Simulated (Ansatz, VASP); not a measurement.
# LiH (rock-salt LiH, size series) in two plane-wave programs

Wanted: the spread between two codes on one cell, functional and k mesh. The structure shown is the end of the Ansatz relaxation below.

Calculated with Ansatz 0.2.0; plane waves, with VASP 6.6.1 beside it; single point at PBE.

### Step 1. The structure

The cell holds 64 atoms: 32 Li and 32 H. Cell: a = 8.184 Å, b = 8.184 Å, c = 8.184 Å, α = 90.0°, β = 90.0°, γ = 90.0°. It derives from LiH (rock-salt), repeated 2×2×2. As first built, before any earlier steps moved the atoms (in the runner's words): rock-salt LiH (a = 4.083 A), 2 x 2 x 2 conventional cells; ideal positions.

### Step 2. Ansatz: relaxation, PBE

Ansatz runs on its default PAW (the set named soft_2) files.

This run makes the geometry at which the two programs are then compared.

File input.yaml:

```yaml
crystal:
  lattice:
    - [8.166, 0.0, 0.0]
    - [0.0, 8.166, 0.0]
    - [0.0, 0.0, 8.166]
  atoms:
    - { symbol: Li, position: [0.0, 0.0, 0.0] }
    - { symbol: H, position: [0.25, 0.0, 0.0] }
    - { symbol: Li, position: [0.0, 0.25, 0.25] }
    - { symbol: H, position: [0.25, 0.25, 0.25] }
    - { symbol: Li, position: [0.25, 0.0, 0.25] }
    - { symbol: H, position: [0.0, 0.0, 0.25] }
    - { symbol: Li, position: [0.25, 0.25, 0.0] }
    - { symbol: H, position: [0.0, 0.25, 0.0] }
    - { symbol: Li, position: [0.0, 0.0, 0.5] }
    - { symbol: H, position: [0.25, 0.0, 0.5] }
    - { symbol: Li, position: [0.0, 0.25, 0.75] }
    - { symbol: H, position: [0.25, 0.25, 0.75] }
    - { symbol: Li, position: [0.25, 0.0, 0.75] }
    - { symbol: H, position: [0.0, 0.0, 0.75] }
    - { symbol: Li, position: [0.25, 0.25, 0.5] }
    - { symbol: H, position: [0.0, 0.25, 0.5] }
    - { symbol: Li, position: [0.0, 0.5, 0.0] }
    - { symbol: H, position: [0.25, 0.5, 0.0] }
    - { symbol: Li, position: [0.0, 0.75, 0.25] }
    - { symbol: H, position: [0.25, 0.75, 0.25] }
    - { symbol: Li, position: [0.25, 0.5, 0.25] }
    - { symbol: H, position: [0.0, 0.5, 0.25] }
    - { symbol: Li, position: [0.25, 0.75, 0.0] }
    - { symbol: H, position: [0.0, 0.75, 0.0] }
    - { symbol: Li, position: [0.0, 0.5, 0.5] }
    - { symbol: H, position: [0.25, 0.5, 0.5] }
    - { symbol: Li, position: [0.0, 0.75, 0.75] }
    - { symbol: H, position: [0.25, 0.75, 0.75] }
    - { symbol: Li, position: [0.25, 0.5, 0.75] }
    - { symbol: H, position: [0.0, 0.5, 0.75] }
    - { symbol: Li, position: [0.25, 0.75, 0.5] }
    - { symbol: H, position: [0.0, 0.75, 0.5] }
    - { symbol: Li, position: [0.5, 0.0, 0.0] }
    - { symbol: H, position: [0.75, 0.0, 0.0] }
    - { symbol: Li, position: [0.5, 0.25, 0.25] }
    - { symbol: H, position: [0.75, 0.25, 0.25] }
    - { symbol: Li, position: [0.75, 0.0, 0.25] }
    - { symbol: H, position: [0.5, 0.0, 0.25] }
    - { symbol: Li, position: [0.75, 0.25, 0.0] }
    - { symbol: H, position: [0.5, 0.25, 0.0] }
    - { symbol: Li, position: [0.5, 0.0, 0.5] }
    - { symbol: H, position: [0.75, 0.0, 0.5] }
    - { symbol: Li, position: [0.5, 0.25, 0.75] }
    - { symbol: H, position: [0.75, 0.25, 0.75] }
    - { symbol: Li, position: [0.75, 0.0, 0.75] }
    - { symbol: H, position: [0.5, 0.0, 0.75] }
    - { symbol: Li, position: [0.75, 0.25, 0.5] }
    - { symbol: H, position: [0.5, 0.25, 0.5] }
    - { symbol: Li, position: [0.5, 0.5, 0.0] }
    - { symbol: H, position: [0.75, 0.5, 0.0] }
    - { symbol: Li, position: [0.5, 0.75, 0.25] }
    - { symbol: H, position: [0.75, 0.75, 0.25] }
    - { symbol: Li, position: [0.75, 0.5, 0.25] }
    - { symbol: H, position: [0.5, 0.5, 0.25] }
    - { symbol: Li, position: [0.75, 0.75, 0.0] }
    - { symbol: H, position: [0.5, 0.75, 0.0] }
    - { symbol: Li, position: [0.5, 0.5, 0.5] }
    - { symbol: H, position: [0.75, 0.5, 0.5] }
    - { symbol: Li, position: [0.5, 0.75, 0.75] }
    - { symbol: H, position: [0.75, 0.75, 0.75] }
    - { symbol: Li, position: [0.75, 0.5, 0.75] }
    - { symbol: H, position: [0.5, 0.5, 0.75] }
    - { symbol: Li, position: [0.75, 0.75, 0.5] }
    - { symbol: H, position: [0.5, 0.75, 0.5] }
kpoints:
  mp_grid: { grid: [1, 1, 1] }
hamiltonian:
  xc: pbe
scf:
  occupations: { method: fixed }
output:
  forces: true
relax:
  f_tol: 0.05
  max_steps: 150
  cell: {}
```

Run with:

```bash
ansatz run input.yaml --threads 4 --pin off --max-ram 8192MiB --backend cpu --events-out ev --progress --plain --runs-dir out
```

Numbers of over 12 decimals in the logs are rounded to 6 here.

What it wrote:

```text
Engine: ansatz 0.2.0, aarch64-unknown-linux-gnu
Pseudopotentials: kind: paw
Pseudopotential: Li, paw, valence charge 3, recommended cutoff 420 eV (normal), Li.paw.azcp
Pseudopotential: H, paw, valence charge 1, recommended cutoff 420 eV (normal), H.paw.azcp
Functional definition: PBE
  parameter kappa = 0.804
  parameter beta = 0.066725
  exchange = pbe_x(kappa = kappa, mu = beta*pi^2/3)
  correlation = pbe_c(beta = beta)
Crystal: 64 atoms, lattice volume = 544.538 Å³
Basis set: ecut = 420 eV, 10779 PW (Γ), exchange–correlation on 120×120×120 points (8 copies of the dense FFT grid, shifted against one another)
Bands: 128, of which v1, the nominal top of the filled ones, is band 64 counted from 1 (63 counted from 0)
Symmetry: 1536 space group operations
Space group: Fm-3m (ITA 225), of the structure as read, at distance tolerance 8.2e-5 Å
k-points: 1
Non-local potential: Li, projectors of the file, l = 0: 3, l = 1: 2, l = 2: 1
Non-local potential: H, projectors of the file, l = 0: 2, l = 1: 1
PAW form: soft (Blöchl's): semilocal exchange-correlation on the pseudo side does not see the compensation charge
PAW one-centre angular grid: Li, 110 points (default); XC on 64 Gauss nodes
PAW one-centre angular grid: H, 110 points (default); XC on 64 Gauss nodes
Initial density: superposition of atomic densities (neutral atoms: chi_scale 0, normalization atom), corrected by the library's trained network
Initial wavefunctions: pseudopotential atomic-orbital guess
Functional: x = pbe(κ = 0.804, μ = 0.219515), c = pbe(β = 0.066725)
SCF iter   1: F=—  HF=-7080.620418 eV  |F-HF|=—  |Δ(HF+E_count)|=         —  Δρ=5.56e-3  dr2=1.63e-1  ethr=1.77e-3  ⟨swp⟩=4.0  Hψ=399  notcnv=0  defer=59
preconditioner: auto → Resta (q_TF=auto, 2.143 Å⁻¹)  ε∞=1.9  [insulator: Δε(μ)=3.011 eV  Ē_g=13.312 eV  n_scr=80 (ndim 8)  ℏωp=12.7 eV  f_vac=0.000  ε∞_Penn≈1.9]
SCF iter   2: F=—  HF=-7080.584825 eV  |F-HF|=—  |Δ(HF+E_count)|=   3.56e-2  Δρ=2.45e-3  dr2=3.42e-2  ethr=1.27e-4  ⟨swp⟩=2.0  Hψ=140  notcnv=0  defer=59
SCF iter   3: F=—  HF=-7080.582330 eV  |F-HF|=—  |Δ(HF+E_count)|=   2.49e-3  Δρ=3.01e-4  dr2=2.18e-4  ethr=2.67e-5  ⟨swp⟩=9.0  Hψ=199  notcnv=0  defer=9
automatic band count: iteration 3 solves 78 bands in place of 128: the levels show a gap, and the empty bands left out lie too high to hold charge; the band table lists the bands solved (type scf.n_extra_bands for more)
SCF iter   4: F=—  HF=-7080.582802 eV  |F-HF|=—  |Δ(HF+E_count)|=   4.72e-4  Δρ=1.04e-5  dr2=1.36e-7  ethr=1.70e-7  ⟨swp⟩=2.0  Hψ=104  notcnv=0  defer=10
SCF iter   5: F=—  HF=-7080.578007 eV  |F-HF|=—  |Δ(HF+E_count)|=   4.80e-3  Δρ=1.07e-5  dr2=4.96e-7  ethr=1.06e-10  ⟨swp⟩=5.0  Hψ=178  notcnv=0  defer=10
SCF iter   6: F=-7080.578008 eV  HF=-7080.578008 eV  |F-HF|=6.79e-8  |Δ(HF+E_count)|=   3.04e-7  Δρ=3.51e-6  dr2=5.01e-8  ethr=7.81e-11  ⟨swp⟩=2.0  Hψ=273  notcnv=0
SCF 1 converged in 6 iterations: F = -7080.578008 eV  dr2 = 5.01e-8
  greatest PAW one-centre occupation: 1.000 electrons in one spin orbital (limit 2), on the Li atom at site 62 (counted from 0), in its partial waves of l = 0
relax step   1: F+E_penalty+E_count = -7080.57800765 eV  Δ(F+E_penalty+E_count) = +0.000e0 eV  max|allowed force component| = 5.363e-24 eV/Å  Δτ_max = 0.0000 Å  P = +0.201 GPa  Ω = 544.538 Å³  (6 SCF iters, dr2 threshold 1.00e-7 eV, accepted)
Crystal: 64 atoms, lattice volume = 548.240 Å³
Basis set: ecut = 420 eV, 10827 PW (Γ), exchange–correlation on 120×120×120 points (8 copies of the dense FFT grid, shifted against one another)
Initial density: handed on by an earlier stage of this run
Initial wavefunctions: those handed on with the density
iter 1 solved again at ethr=9.15e-7 eV; its pass at ethr=3.10e-3 eV (dr2=1.17e-3 eV) is discarded
SCF iter   1: F=—  HF=-7080.582907 eV  |F-HF|=—  |Δ(HF+E_count)|=         —  Δρ=4.75e-4  dr2=1.17e-3  ethr=9.15e-7  ⟨swp⟩=1.0  Hψ=217  notcnv=0  defer=8
automatic band count: iteration 1 solves 78 bands in place of 128: the levels show a gap, and the empty bands left out lie too high to hold charge; the band table lists the bands solved (type scf.n_extra_bands for more)
preconditioner: auto → Resta (q_TF=auto, 2.141 Å⁻¹)  ε∞=3.5  [insulator: Δε(μ)=2.957 eV  Ē_g=8.022 eV  n_scr=80 (ndim 8)  ℏωp=12.7 eV  f_vac=0.000  ε∞_Penn≈3.5]
SCF iter   2: F=—  HF=-7080.582567 eV  |F-HF|=—  |Δ(HF+E_count)|=   3.41e-4  Δρ=2.31e-4  dr2=3.08e-4  ethr=9.15e-7  ⟨swp⟩=1.0  Hψ=71  notcnv=0  defer=8
SCF iter   3: F=—  HF=-7080.582472 eV  |F-HF|=—  |Δ(HF+E_count)|=   9.51e-5  Δρ=2.79e-5  dr2=1.85e-6  ethr=2.40e-7  ⟨swp⟩=2.0  Hψ=103  notcnv=0  defer=8
SCF iter   4: F=—  HF=-7080.577676 eV  |F-HF|=—  |Δ(HF+E_count)|=   4.80e-3  Δρ=1.17e-5  dr2=5.70e-7  ethr=7.90e-11  ⟨swp⟩=6.0  Hψ=252  notcnv=0
SCF iter   5: F=-7080.577677 eV  HF=-7080.577677 eV  |F-HF|=7.44e-8  |Δ(HF+E_count)|=   2.08e-7  Δρ=2.61e-6  dr2=1.71e-8  ethr=7.90e-11  ⟨swp⟩=2.0  Hψ=217  notcnv=0
[...]
SCF converged after 4 iterations
Free energy (F): -7080.578826 eV
Harris-Foulkes:  -7080.578826 eV  (|F-HF|=8.02e-10)
Internal energy: -7080.578826 eV  (E = F + TS)
E sigma→0 (E₀):  -7080.578826 eV
Fermi energy:    0.524046 eV
--- Per-component energies (eV) ---
  E_band       = -2917.240454
  E_kinetic    = 1148.615058
  E_local      = -4068.447522  (includes V_loc(G=0)·N_el)
  E_nonlocal   = -1016.428342
  E_hartree    = 1139.204783
  E_xc         = -644.948289
  E_vxc        = -832.102124  (∫ρ·V_xc dr)
  E_paw        = -689.129504  (= ΣΔE_a)
  E_vpaw       = -427.252225  (= ΣTr[D̂ρ^β])
  E_aug_tail   = -0.034695  (compensation charges beyond the density's cutoff)
  E_ewald      = -2949.410316
  E_smearing   = -0.000000  (= −TS)
  E_closure    = -0.000000  (closes the sum)
  Σ components = -7080.578826   (vs F -7080.578826, Δ=0.00e0)
--- Forces (eV/Å), atoms counted from 1 ---
  atom   1  Li    -0.00000000    -0.00000000    -0.00000000
  atom   2  H     -0.00000000     0.00000000    -0.00000000
  atom   3  Li    -0.00000000     0.00000000     0.00000000
  atom   4  H      0.00000000     0.00000000    -0.00000000
  atom   5  Li    -0.00000000    -0.00000000    -0.00000000
  atom   6  H      0.00000000     0.00000000     0.00000000
  atom   7  Li     0.00000000    -0.00000000    -0.00000000
  atom   8  H     -0.00000000    -0.00000000     0.00000000
  atom   9  Li    -0.00000000    -0.00000000     0.00000000
  atom  10  H      0.00000000     0.00000000    -0.00000000
  atom  11  Li    -0.00000000    -0.00000000     0.00000000
  atom  12  H      0.00000000     0.00000000    -0.00000000
  atom  13  Li    -0.00000000    -0.00000000    -0.00000000
  atom  14  H      0.00000000     0.00000000    -0.00000000
  atom  15  Li    -0.00000000    -0.00000000    -0.00000000
  atom  16  H      0.00000000     0.00000000    -0.00000000
  atom  17  Li    -0.00000000     0.00000000     0.00000000
  atom  18  H      0.00000000     0.00000000     0.00000000
  atom  19  Li    -0.00000000     0.00000000     0.00000000
  atom  20  H      0.00000000     0.00000000     0.00000000
  atom  21  Li    -0.00000000    -0.00000000     0.00000000
  atom  22  H      0.00000000     0.00000000     0.00000000
  atom  23  Li     0.00000000     0.00000000    -0.00000000
  atom  24  H      0.00000000    -0.00000000     0.00000000
[...]
atom  57  Li     0.00000000     0.00000000     0.00000000
  atom  58  H     -0.00000000     0.00000000     0.00000000
  atom  59  Li     0.00000000     0.00000000    -0.00000000
  atom  60  H      0.00000000    -0.00000000     0.00000000
  atom  61  Li     0.00000000    -0.00000000     0.00000000
  atom  62  H      0.00000000    -0.00000000     0.00000000
  atom  63  Li     0.00000000     0.00000000    -0.00000000
  atom  64  H     -0.00000000     0.00000000     0.00000000
  max |Σ_I F_I| component: 2.50e-25 eV/Å
--- Stress (GPa, compression-positive) ---
       -0.034618       0.000000      -0.000000
        0.000000      -0.034618      -0.000000
       -0.000000      -0.000000      -0.034618
  P = ⅓ Tr σ = -0.0346 GPa (-0.346 kbar)
--- Relaxed structure (2 steps of the walk, 2 accepted, 1 SCFs on fresh bases) ---
  F+E_penalty+E_count = -7080.57882646 eV   max|allowed force component| = 1.302e-25 eV/Å   (the final SCF, on the basis selected at the relaxed cell)
  cell:  # Å, volume = 548.2401 Å³
    - [8.184464, 0, 0]
    - [0, 8.184464, 0]
    - [0, 0, 8.184464]
  atoms:
    - { symbol: Li, position: [0, 0, 0] }
    - { symbol: H, position: [0.25, 0, 0] }
    - { symbol: Li, position: [0, 0.25, 0.25] }
    - { symbol: H, position: [0.25, 0.25, 0.25] }
    - { symbol: Li, position: [0.25, 0, 0.25] }
    - { symbol: H, position: [0, 0, 0.25] }
    - { symbol: Li, position: [0.25, 0.25, 0] }
    - { symbol: H, position: [0, 0.25, 0] }
    - { symbol: Li, position: [0, 0, 0.5] }
    - { symbol: H, position: [0.25, 0, 0.5] }
    - { symbol: Li, position: [0, 0.25, 0.75] }
    - { symbol: H, position: [0.25, 0.25, 0.75] }
    - { symbol: Li, position: [0.25, 0, 0.75] }
    - { symbol: H, position: [0, 0, 0.75] }
    - { symbol: Li, position: [0.25, 0.25, 0.5] }
    - { symbol: H, position: [0, 0.25, 0.5] }
    - { symbol: Li, position: [0, 0.5, 0] }
    - { symbol: H, position: [0.25, 0.5, 0] }
    - { symbol: Li, position: [0, 0.75, 0.25] }
    - { symbol: H, position: [0.25, 0.75, 0.25] }
    - { symbol: Li, position: [0.25, 0.5, 0.25] }
    - { symbol: H, position: [0, 0.5, 0.25] }
    - { symbol: Li, position: [0.25, 0.75, 0] }
    - { symbol: H, position: [0, 0.75, 0] }
    - { symbol: Li, position: [0, 0.5, 0.5] }
    - { symbol: H, position: [0.25, 0.5, 0.5] }
    - { symbol: Li, position: [0, 0.75, 0.75] }
    - { symbol: H, position: [0.25, 0.75, 0.75] }
    - { symbol: Li, position: [0.25, 0.5, 0.75] }
    - { symbol: H, position: [0, 0.5, 0.75] }
    - { symbol: Li, position: [0.25, 0.75, 0.5] }
    - { symbol: H, position: [0, 0.75, 0.5] }
    - { symbol: Li, position: [0.5, 0, 0] }
    - { symbol: H, position: [0.75, 0, 0] }
    - { symbol: Li, position: [0.5, 0.25, 0.25] }
    - { symbol: H, position: [0.75, 0.25, 0.25] }
    - { symbol: Li, position: [0.75, 0, 0.25] }
    - { symbol: H, position: [0.5, 0, 0.25] }
    - { symbol: Li, position: [0.75, 0.25, 0] }
    - { symbol: H, position: [0.5, 0.25, 0] }
    - { symbol: Li, position: [0.5, 0, 0.5] }
    - { symbol: H, position: [0.75, 0, 0.5] }
    - { symbol: Li, position: [0.5, 0.25, 0.75] }
    - { symbol: H, position: [0.75, 0.25, 0.75] }
    - { symbol: Li, position: [0.75, 0, 0.75] }
    - { symbol: H, position: [0.5, 0, 0.75] }
    - { symbol: Li, position: [0.75, 0.25, 0.5] }
    - { symbol: H, position: [0.5, 0.25, 0.5] }
    - { symbol: Li, position: [0.5, 0.5, 0] }
    - { symbol: H, position: [0.75, 0.5, 0] }
    - { symbol: Li, position: [0.5, 0.75, 0.25] }
    - { symbol: H, position: [0.75, 0.75, 0.25] }
    - { symbol: Li, position: [0.75, 0.5, 0.25] }
    - { symbol: H, position: [0.5, 0.5, 0.25] }
    - { symbol: Li, position: [0.75, 0.75, 0] }
    - { symbol: H, position: [0.5, 0.75, 0] }
    - { symbol: Li, position: [0.5, 0.5, 0.5] }
    - { symbol: H, position: [0.75, 0.5, 0.5] }
    - { symbol: Li, position: [0.5, 0.75, 0.75] }
    - { symbol: H, position: [0.75, 0.75, 0.75] }
    - { symbol: Li, position: [0.75, 0.5, 0.75] }
    - { symbol: H, position: [0.5, 0.5, 0.75] }
    - { symbol: Li, position: [0.75, 0.75, 0.5] }
    - { symbol: H, position: [0.5, 0.75, 0.5] }
```

In the SCF lines HF is the Harris–Foulkes energy and dr2 the Hartree energy of the density residual, in eV; the loop may stop once dr2 is under the threshold and the program's other checks hold. Hψ counts applications of the Hamiltonian.

(Part 1 of 2 ends here.)

[Lines on the potential files, build, host, timing and source positions are cut from VASP's logs without a mark.]

[Logs are printed without paths, hosts, clocks, repeated set-up lines and the standing remarks that a program may print on its own settings, such as how far it seeks lower states.]

[Hosts, paths, dates, database ids (printed as entryN), source tags and the programs' standing remarks are cut or masked in the printed files.]
